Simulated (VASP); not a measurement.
An input for Quantum ESPRESSO's pw.x (written as the equivalent of a VASP run, and not itself run):

```
&CONTROL
  calculation = 'scf'
  pseudo_dir = './pseudo'
  outdir = './out'
  tprnfor = .true.
  tstress = .true.
/
&SYSTEM
  ibrav = 0
  nat = 1
  ntyp = 1
  ecutwfc = 82
  occupations = 'smearing'
  smearing = 'fermi-dirac'
  degauss = 0.00735
  input_dft = 'pbe'
/
&ELECTRONS
  conv_thr = 7.3e-08
  electron_maxstep = 100
/
ATOMIC_SPECIES
  Ag 107.868 Ag.upf
CELL_PARAMETERS angstrom
     0.0000000    2.0450000    2.0450000
     2.0450000    0.0000000    2.0450000
     2.0450000    2.0450000    0.0000000
ATOMIC_POSITIONS crystal
  Ag   0.0000000  0.0000000  0.0000000
K_POINTS automatic
  1 1 1 0 0 0
```

**Question.** Translate this input to VASP (INCAR, KPOINTS, POSCAR, choice of POTCAR).

**Answer.** One answer among several that fit: 
INCAR:
```
# general
SYSTEM   =  Ag
PREC     =  Accurate
ENCUT    =  300
LREAL    =  .FALSE.
LASPH    =  .TRUE.

# electronic loop
EDIFF    =  1E-6
NELM     =  100
ALGO     =  Normal
LMAXMIX  =  4

# smearing
ISMEAR   =  -1
SIGMA    =  0.1

# functional
GGA      =  PE

# ions
ISIF     =  2

# output
LWAVE    =  .FALSE.
LCHARG   =  .FALSE.
```

### POSCAR
```
Ag
1
    0.0000000000     2.0450000000     2.0450000000
    2.0450000000     0.0000000000     2.0450000000
    2.0450000000     2.0450000000     0.0000000000
Ag
1
Direct
  0.0000000000   0.0000000000   0.0000000000
```

### KPOINTS
```
K-points
0
gamma
  1 1 1
```

POTCAR, in this order: Ag (PBE.64 set). Program: vasp_std.

Limits of the translation: the potentials are each code's own (VASP's PAW set, PseudoDojo norm-conserving files in pw.x), so ENCUT and ecutwfc are chosen apart and not converted; conv_thr bounds pw.x's estimated SCF error, while EDIFF bounds the energy change between steps.

The structure is a typed Ag crystal (Fm-3m). The cell was not relaxed at this level. The k-mesh is coarse (spacing up to 2.66 per Å, 2π included), so the numbers may not be converged in it. The run is one of a series of settings (KPOINTS 1×1×1 Γ-centred mesh against the base run), some of them coarse on purpose.
